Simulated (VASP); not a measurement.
**Driving VASP from ASE on TeRh**

Do ASE scripts that read TeRh from different structure formats give one answer, and do several routes find one equilibrium volume? All runs use PBEsol. Left out of this account: 1 further run (self-consistent run: a reference on another mesh). The start is a cell from a database of measured crystal structures.

Method: PBEsol, no spin polarisation; plane waves and PAW (Te, Rh_pv), in VASP 6.6.1.

## 1. Set-up

It takes space group P6_3/mmc (No. 194, hexagonal). The conventional cell has a = 3.990 Å, b = 3.990 Å, c = 5.660 Å, α = 90.00°, β = 90.00°, γ = 120.00°. Te has 6 Rh at 2.70 Å nearest. Nearest to Rh lie 6 Te at 2.70 Å and 2 Rh at 2.83 Å. Farther neighbours and most contacts between anions are not listed.

As a file:

```cif
data_structure
_symmetry_space_group_name_H-M 'P6_3/mmc'
_symmetry_Int_Tables_number 194
_cell_length_a 3.9900
_cell_length_b 3.9900
_cell_length_c 5.6600
_cell_angle_alpha 90.000
_cell_angle_beta 90.000
_cell_angle_gamma 120.000
_cell_volume 78.04
loop_
_atom_site_label
_atom_site_type_symbol
_atom_site_symmetry_multiplicity
_atom_site_Wyckoff_symbol
_atom_site_fract_x
_atom_site_fract_y
_atom_site_fract_z
_atom_site_occupancy
Te1 Te 2 c 0.33333 0.66667 0.25000 1
Rh1 Rh 2 a 0.00000 0.00000 0.00000 1
```

## 2. A single point (PBEsol, through ASE)

A single point through ASE, with the structure read from an extended xyz file.

Contents of run.py:

```python
import numpy as np
from ase.calculators.vasp import Vasp
from ase.io import read
from ase.dft.bandgap import bandgap

atoms = read('TeRh.xyz')

calc = Vasp(
    xc='pbesol',
    pp='PBE',
    prec='Accurate',
    encut=400,
    ediff=1e-06,
    nelm=100,
    ismear=-1,
    sigma=0.05,
    lreal=False,
    algo='Normal',
    nbands=27,
    lasph=True,
    lorbit=11,
    lwave=False,
    lcharg=False,
    kpar=4,
    isif=2,
    pp_version='64',
    setups={'Te': '', 'Rh': '_pv'},
    kpts=(9, 9, 6),
    gamma=True,
    txt='vasp.out',
)
atoms.calc = calc

print("energy (eV):", round(atoms.get_potential_energy(), 6))
print("Fermi level (eV):", round(calc.get_fermi_level(), 4))
print("forces (eV/A):")
print(np.round(atoms.get_forces(), 4))
print("stress (GPa, Voigt, tension positive):", np.round(atoms.get_stress() * 160.21766, 3))
gap, p1, p2 = bandgap(calc, direct=False)
print("gap on the mesh (eV):", round(gap, 4))
```

Contents of TeRh.xyz:

```xyz
4
Lattice="3.9900000000 0.0000000000 0.0000000000 -1.9950000000 3.4554413611 0.0000000000 0.0000000000 0.0000000000 5.6600000000" Properties=species:S:1:pos:R:3 pbc="T T T"
Te    -0.0000000002      2.3036275742      1.4150000000
Te     1.9950000002      1.1518137869      4.2450000000
Rh     0.0000000000      0.0000000000      0.0000000000
Rh     0.0000000000      0.0000000000      2.8300000000
```

PAW data sets: Te and Rh_pv (PBE family, release 64).

The run is started by

```bash
export ASE_VASP_COMMAND="mpirun -np 4 vasp_std"
python run.py
```

What it wrote:

```text
energy (eV): -24.654087
Fermi level (eV): 10.4218
forces (eV/A):
[[ 0.  0.  0.]
 [-0.  0.  0.]
 [-0.  0.  0.]
 [-0.  0.  0.]]
stress (GPa, Voigt, tension positive): [ 0.053  0.053  2.086 -0.    -0.    -0.   ]
gap on the mesh (eV): 0.0
```

Wall time 14 s (4 MPI ranks of Intel Xeon 6975P-C (Granite Rapids), shared host); peak memory 0.81 GiB.

Lines that name or quote the potential files are left out of all logs, and their timing lines are given in words.

The INCAR that ASE wrote:

```
ENCUT = 400.000000
SIGMA = 0.050000
EDIFF = 1.00e-06
ALGO = Normal
GGA = PS
PREC = Accurate
ISIF = 2
ISMEAR = -1
KPAR = 4
LORBIT = 11
NBANDS = 27
NELM = 100
LASPH = .TRUE.
LCHARG = .FALSE.
LWAVE = .FALSE.
LREAL = .FALSE.
```

ASE turned this into the KPOINTS:

```
KPOINTS created by Atomic Simulation Environment
0
Gamma
9 9 6
0 0 0
```

VASP's own log, vasp.out:

```text
[banner, memory and clock lines left out]
running    4 mpi-ranks, on    1 nodes
 distrk:  each k-point on    1 cores,    4 groups
 distr:  one band on    1 cores,    1 groups

 POSCAR found type information on POSCAR TeRh
 POSCAR found :  2 types and       4 ions
|                                                                             |
|               ----> ADVICE to this user running VASP <----                  |
|                                                                             |
|     You enforced a specific xc type in the INCAR file but a different       |
|     [... a line on the potential file left out ...]
|     I HOPE YOU KNOW WHAT YOU ARE DOING!                                     |
|                                                                             |

 LDA part: xc-table for (Slater+PW92), standard interpolation
 POSCAR, INCAR and KPOINTS ok, starting setup
 FFT: planning ... GRIDC
 FFT: planning ... GRID_SOFT
 FFT: planning ... GRID
 WAVECAR not read
 entering main loop
       N       E                     dE             d eps       ncg     rms          rms(c)
DAV:   1     0.313857971304E+03    0.31386E+03   -0.20824E+04  2992   0.123E+03
DAV:   2    -0.129926724986E+02   -0.32685E+03   -0.32018E+03  2918   0.362E+02
DAV:   3    -0.248454473895E+02   -0.11853E+02   -0.11647E+02  2991   0.685E+01
DAV:   4    -0.250240999172E+02   -0.17865E+00   -0.17842E+00  2908   0.836E+00
DAV:   5    -0.250280451949E+02   -0.39453E-02   -0.39450E-02  2957   0.124E+00    0.152E+01
DAV:   6    -0.247575798584E+02    0.27047E+00   -0.60115E-01  2844   0.657E+00    0.812E+00
DAV:   7    -0.246992580296E+02    0.58322E-01   -0.35002E-01  2712   0.353E+00    0.271E+00
DAV:   8    -0.246624463786E+02    0.36812E-01   -0.17767E-01  2706   0.358E+00    0.107E+00
DAV:   9    -0.246628285747E+02   -0.38220E-03   -0.43650E-03  2882   0.373E-01    0.100E+00
DAV:  10    -0.246642134121E+02   -0.13848E-02   -0.10849E-02  2738   0.886E-01    0.722E-01
DAV:  11    -0.246629216434E+02    0.12918E-02   -0.81803E-04  2703   0.206E-01    0.589E-01
DAV:  12    -0.246626445259E+02    0.27712E-03   -0.13596E-04  2802   0.548E-02    0.448E-01
DAV:  13    -0.246622635673E+02    0.38096E-03   -0.13058E-04  2759   0.781E-02    0.348E-01
DAV:  14    -0.246621966060E+02    0.66961E-04   -0.13215E-05  2819   0.190E-02    0.319E-01
DAV:  15    -0.246620653032E+02    0.13130E-03   -0.23352E-05  2724   0.345E-02    0.292E-01
DAV:  16    -0.246615785734E+02    0.48673E-03   -0.10179E-03  2675   0.223E-01    0.122E-01
DAV:  17    -0.246615644580E+02    0.14115E-04   -0.17077E-04  2832   0.723E-02    0.131E-02
DAV:  18    -0.246615673969E+02   -0.29389E-05   -0.43667E-06  2722   0.138E-02    0.169E-02
DAV:  19    -0.246615639744E+02    0.34224E-05   -0.63830E-06  2463   0.190E-02    0.462E-03
DAV:  20    -0.246615637918E+02    0.18268E-06   -0.11047E-06  1323   0.585E-03
   1 F= -.24661564E+02 E0= -.24654087E+02  d E =-.149529E-01
```

Parts of OUTCAR (step 2):

```text
ion  position               nearest neighbor table
   1  0.333  0.667  0.250-   3 2.70   4 2.70   3 2.70   4 2.70   3 2.70   4 2.70   2 3.65   2 3.65
                             2 3.65   2 3.65   2 3.65   2 3.65
   2  0.667  0.333  0.750-   3 2.70   4 2.70   3 2.70   4 2.70   3 2.70   4 2.70   1 3.65   1 3.65
                             1 3.65   1 3.65   1 3.65   1 3.65
   3  0.000  0.000  0.000-   1 2.70   2 2.70   2 2.70   1 2.70   2 2.70   1 2.70   4 2.83   4 2.83

  LATTYP: Found a hexagonal cell.
 ALAT       =     3.9900000000
 C/A-ratio  =     1.4185463659

 Subroutine GETGRP returns: Found 24 space group operations
 (whereof 12 operations were pure point group operations)

The static configuration has the point symmetry D_3d.
 The point group associated with its full space group is D_6h.

 Found     48 irreducible k-points:

   k-points           NKPTS =     48   k-points in BZ     NKDIM =     48   number of bands    NBANDS=     27

   dimension x,y,z NGX =    28 NGY =   28 NGZ =   40
   dimension x,y,z NGXF=    56 NGYF=   56 NGZF=   80

   ENCUT  =  400.0 eV  29.40 Ry    5.42 a.u.   6.51  6.51  9.23*2*pi/ulx,y,z

   NELECT =      42.0000    total number of electrons

 k-points in reciprocal lattice and weights: KPOINTS created by Atomic Simulation Env
   0.00000000  0.00000000  0.00000000       0.002
   0.11111111  0.00000000  0.00000000       0.012
   0.22222222  0.00000000  0.00000000       0.012
   0.33333333  0.00000000  0.00000000       0.012
   0.44444444  0.00000000  0.00000000       0.012
   0.11111111  0.11111111  0.00000000       0.012
   0.22222222  0.11111111  0.00000000       0.025
   0.33333333  0.11111111  0.00000000       0.025
   0.44444444  0.11111111  0.00000000       0.012
[...]
0.33333333  0.22222222  0.50000000       0.025
   0.33333333  0.33333333  0.50000000       0.004

 average (electrostatic) potential at core
       1 -84.8189       2 -84.8189       3 -71.6052       4 -71.6052

 E-fermi :  10.4218

 k-point     1 :       0.0000    0.0000    0.0000
  band No.  band energies     occupation
    ...
     16       7.7496      2.00000
     17       9.0902      2.00000
     18       9.0902      2.00000
     19       9.4322      2.00000
     20       9.4322      2.00000
     21      10.8437      0.00043
     22      11.3232      0.00000
     23      12.8866      0.00000
     24      13.5113      0.00000
     25      13.5113      0.00000
    ...

 k-point     2 :       0.1111    0.0000    0.0000
  band No.  band energies     occupation
    ...
     16       7.8185      2.00000
     17       9.0336      2.00000
     18       9.0386      2.00000
     19       9.0913      2.00000
     20       9.4729      2.00000
     21      11.2060      0.00000
     22      11.2826      0.00000
     23      12.2592      0.00000
     24      13.2128      0.00000
     25      13.9950      0.00000
    ...

 k-point     3 :       0.2222    0.0000    0.0000
  band No.  band energies     occupation
    ...
     16       8.0003      2.00000
     17       8.5995      2.00000
     18       8.9534      2.00000
     19       9.0981      2.00000
     20       9.3001      2.00000
     21      10.8612      0.00031
     22      11.2916      0.00000
     23      11.9821      0.00000
     24      13.0748      0.00000
     25      14.3574      0.00000
    ...

  Total       -0.0258259     -0.0258259     -1.0158972      0.0000000      0.0000000      0.0000000
  in kB       -0.5302399     -0.5302399    -20.8577521      0.0000000      0.0000000      0.0000000
  external PRESSURE =      -7.3060773 kB  Pullay stress =       0.0000000 kB

  energy-cutoff  :      400.00
  volume of cell :       78.04
      direct lattice vectors                 reciprocal lattice vectors
     3.990000000  0.000000000  0.000000000     0.250626566  0.144699316  0.000000000
    -1.995000000  3.455441361  0.000000000     0.000000000  0.289398631  0.000000000
     0.000000000  0.000000000  5.660000000     0.000000000  0.000000000  0.176678445

 POSITION                                       TOTAL-FORCE (eV/Angst)
 -----------------------------------------------------------------------------------
     -0.00000      2.30363      1.41500         0.000000      0.000000      0.000000
      1.99500      1.15181      4.24500        -0.000000      0.000000      0.000000
      0.00000      0.00000      0.00000        -0.000000      0.000000      0.000000
      0.00000      0.00000      2.83000        -0.000000      0.000000      0.000000
 -----------------------------------------------------------------------------------
    total drift:                                0.000000     -0.000000      0.000000

  FREE ENERGIE OF THE ION-ELECTRON SYSTEM (eV)
  ---------------------------------------------------
  free  energy   TOTEN  =       -24.6615637918 eV

  energy  without entropy=      -24.6466109003  energy(sigma->0) =      -24.65408735

 total charge
# of ion       s       p       d       tot
------------------------------------------
    1        1.358   1.879   0.114   3.351
    2        1.358   1.879   0.114   3.351
    3        0.325   6.234   7.345  13.904
    4        0.325   6.234   7.345  13.904
--------------------------------------------------
tot          3.366  16.226  14.918  34.510

[... 3 further parts left out ...]
```

This run has no spin polarisation, although Rh can carry a moment. The PAW data sets were made with PBE, which is usual practice but a small mismatch for other functionals.

Numbers from this step:

```
SCF cycles              : 20
electrons               : 42
bands                   : 27
irreducible k-points    : 48
symmetry operations     : 24
free energy (TOTEN)     : -24.66 eV
energy at zero smearing : -24.65 eV
Fermi energy            : 10.42 eV
pressure                : -0.7306 GPa
metallic                : yes
```

The pressure is -0.73 GPa and the largest force 0.000 eV/Å, so the cell is not at a minimum at these settings.

## 3. Self-consistent run (PBEsol, through ASE)

The single point through ASE, with the structure read from a CIF with its space group. The mesh changes to 7×7×4, so this is no clean test of the format.

run.py: that of step 2 with these lines changed.

```diff
@@ -5,3 +5,3 @@
 
-atoms = read('TeRh.xyz')
+atoms = read('TeRh.cif')
 
@@ -27,3 +27,3 @@
     setups={'Te': '', 'Rh': '_pv'},
-    kpts=(9, 9, 6),
+    kpts=(7, 7, 4),
     gamma=True,
```

Contents of TeRh.cif:

```cif
data_TeRh
_cell_length_a 3.99000000
_cell_length_b 3.99000000
_cell_length_c 5.66000000
_cell_angle_alpha 90.00000000
_cell_angle_beta 90.00000000
_cell_angle_gamma 120.00000000
_space_group_name_H-M_alt 'P6_3/mmc'
_space_group_name_Hall '-P 6c 2c'
_space_group_IT_number 194
loop_
_space_group_symop_operation_xyz
'x,y,z'
'-x,-y,-z'
'x-y,x,z+1/2'
'-x+y,-x,-z+1/2'
'-y,x-y,z'
'y,-x+y,-z'
'-x,-y,z+1/2'
'x,y,-z+1/2'
'-x+y,-x,z'
'x-y,x,-z'
'y,-x+y,z+1/2'
'-y,x-y,-z+1/2'
'-y,-x,-z+1/2'
'y,x,z+1/2'
'-x,-x+y,-z'
'x,x-y,z'
'-x+y,y,-z+1/2'
'x-y,-y,z+1/2'
'y,x,-z'
'-y,-x,z'
'x,x-y,-z+1/2'
'-x,-x+y,z+1/2'
'x-y,-y,-z'
'-x+y,y,z'
loop_
_atom_site_label
_atom_site_type_symbol
_atom_site_symmetry_multiplicity
_atom_site_Wyckoff_symbol
_atom_site_fract_x
_atom_site_fract_y
_atom_site_fract_z
_atom_site_occupancy
Te1 Te 2 c 0.3333333333 0.6666666667 0.2500000000 1
Rh1 Rh 2 a 0.0000000000 0.0000000000 0.0000000000 1
```

What it wrote:

```text
energy (eV): -24.638705
Fermi level (eV): 10.4577
forces (eV/A):
[[ 0.  0.  0.]
 [-0. -0.  0.]
 [ 0.  0.  0.]
 [ 0.  0.  0.]]
stress (GPa, Voigt, tension positive): [ 0.469  0.469  1.592 -0.    -0.     0.   ]
gap on the mesh (eV): 0.0
```

Run time: 8.6 s. Hardware: 4 MPI ranks; peak memory 0.71 GiB.

ASE turned this into the INCAR:

```
ENCUT = 400.000000
SIGMA = 0.050000
EDIFF = 1.00e-06
ALGO = Normal
GGA = PS
PREC = Accurate
ISIF = 2
ISMEAR = -1
KPAR = 4
LORBIT = 11
NBANDS = 27
NELM = 100
LASPH = .TRUE.
LCHARG = .FALSE.
LWAVE = .FALSE.
LREAL = .FALSE.
```

ASE turned this into the KPOINTS:

```
KPOINTS created by Atomic Simulation Environment
0
Gamma
7 7 4
0 0 0
```

VASP's own log, vasp.out:

```text
[banner, memory and clock lines left out]
running    4 mpi-ranks, on    1 nodes
 distrk:  each k-point on    1 cores,    4 groups
 distr:  one band on    1 cores,    1 groups

 POSCAR found type information on POSCAR TeRh
 POSCAR found :  2 types and       4 ions
 [... a notice as in an earlier step ...]

 LDA part: xc-table for (Slater+PW92), standard interpolation
 POSCAR, INCAR and KPOINTS ok, starting setup
 FFT: planning ... GRIDC
 FFT: planning ... GRID_SOFT
 FFT: planning ... GRID
 WAVECAR not read
 entering main loop
       N       E                     dE             d eps       ncg     rms          rms(c)
DAV:   1     0.311922156521E+03    0.31192E+03   -0.20624E+04  1512   0.123E+03
DAV:   2    -0.134665053594E+02   -0.32539E+03   -0.31925E+03  1504   0.359E+02
DAV:   3    -0.248398760930E+02   -0.11373E+02   -0.11168E+02  1502   0.672E+01
DAV:   4    -0.250110457548E+02   -0.17117E+00   -0.17083E+00  1486   0.822E+00
DAV:   5    -0.250146980487E+02   -0.36523E-02   -0.36521E-02  1451   0.119E+00    0.152E+01
DAV:   6    -0.247461768995E+02    0.26852E+00   -0.55822E-01  1415   0.630E+00    0.820E+00
DAV:   7    -0.247041632842E+02    0.42014E-01   -0.50684E-01  1333   0.384E+00    0.281E+00
DAV:   8    -0.246490207982E+02    0.55142E-01   -0.24669E-01  1340   0.404E+00    0.117E+00
DAV:   9    -0.246495498443E+02   -0.52905E-03   -0.59374E-03  1436   0.423E-01    0.106E+00
DAV:  10    -0.246502681862E+02   -0.71834E-03   -0.10182E-02  1371   0.863E-01    0.783E-01
DAV:  11    -0.246490633135E+02    0.12049E-02   -0.80466E-04  1363   0.211E-01    0.696E-01
DAV:  12    -0.246489780467E+02    0.85267E-04   -0.74233E-05  1383   0.426E-02    0.568E-01
DAV:  13    -0.246487934352E+02    0.18461E-03   -0.30526E-05  1415   0.368E-02    0.503E-01
DAV:  14    -0.246485298084E+02    0.26363E-03   -0.85483E-05  1366   0.587E-02    0.405E-01
DAV:  15    -0.246482616915E+02    0.26812E-03   -0.16189E-04  1404   0.836E-02    0.270E-01
DAV:  16    -0.246480853055E+02    0.17639E-03   -0.22005E-04  1371   0.946E-02    0.108E-01
DAV:  17    -0.246480534522E+02    0.31853E-04   -0.62719E-05  1483   0.471E-02    0.186E-02
DAV:  18    -0.246480533740E+02    0.78116E-07   -0.12668E-06   856   0.664E-03
   1 F= -.24648053E+02 E0= -.24638705E+02  d E =-.186966E-01
```

Parts of OUTCAR (step 3):

```text
 Found     24 irreducible k-points:

   k-points           NKPTS =     24   k-points in BZ     NKDIM =     24   number of bands    NBANDS=     27

   NELECT =      42.0000    total number of electrons

 E-fermi :  10.4577

 k-point     1 :       0.0000    0.0000    0.0000
  band No.  band energies     occupation
    ...
     16       7.7568      2.00000
     17       9.1080      2.00000
     18       9.1080      2.00000
     19       9.4261      2.00000
     20       9.4261      2.00000
     21      10.8378      0.00100
     22      11.3502      0.00000
     23      12.8865      0.00000
     24      13.5128      0.00000
     25      13.5128      0.00000
    ...

 k-point     2 :       0.1429    0.0000    0.0000
  band No.  band energies     occupation
    ...
     16       7.8686      2.00000
     17       8.8783      2.00000
     18       9.0318      2.00000
     19       9.1101      2.00000
     20       9.4616      2.00000
     21      11.1782      0.00000
     22      11.4753      0.00000
     23      11.9963      0.00000
     24      13.1222      0.00000
     25      14.1254      0.00000
    ...

  Total       -0.2285612     -0.2285612     -0.7754162     -0.0000000      0.0000000      0.0000000
  in kB       -4.6926717     -4.6926717    -15.9203487     -0.0000000      0.0000000      0.0000000
  external PRESSURE =      -8.4352307 kB  Pullay stress =       0.0000000 kB

 POSITION                                       TOTAL-FORCE (eV/Angst)
 -----------------------------------------------------------------------------------
     -0.00000      2.30363      1.41500         0.000000      0.000000      0.000000
      1.99500      1.15181      4.24500        -0.000000     -0.000000      0.000000
      0.00000      0.00000      0.00000         0.000000      0.000000      0.000000
      0.00000      0.00000      2.83000         0.000000      0.000000      0.000000
 -----------------------------------------------------------------------------------
    total drift:                               -0.000000      0.000000      0.000000

  FREE ENERGIE OF THE ION-ELECTRON SYSTEM (eV)
  ---------------------------------------------------
  free  energy   TOTEN  =       -24.6480533740 eV

  energy  without entropy=      -24.6293567711  energy(sigma->0) =      -24.63870507

 total charge
# of ion       s       p       d       tot
------------------------------------------
    1        1.359   1.877   0.114   3.349
    2        1.359   1.877   0.114   3.349
    3        0.325   6.233   7.348  13.906
    4        0.325   6.233   7.348  13.906
--------------------------------------------------
tot          3.368  16.220  14.923  34.511

[... 6 parts as in an earlier step ...]

[... 7 further parts left out ...]
```

The k-mesh is coarse for a metal.

This step gave:

```yaml
scf_cycles: 18
irreducible_k_points: 24
free_energy_toten: -24.65 eV
energy_at_zero_smearing: -24.64 eV
fermi_energy: 10.46 eV
pressure: -0.8435 GPa
```

The energy lies +3.85 meV an atom from the first script, on another mesh.

(Continued in part 2 of 3.)

[Lines on the potential files, build, host, timing and source positions are cut from VASP's logs without a mark.]

[Logs are printed without paths, hosts, clocks, repeated set-up lines and the standing remarks that a program may print on its own settings, such as how far it seeks lower states.]

[Hosts, paths, dates, database ids (printed as entryN), source tags and the programs' standing remarks are cut or masked in the printed files.]

[A measured line is paired with the nearest computed mode of its activity, which favours agreement.]
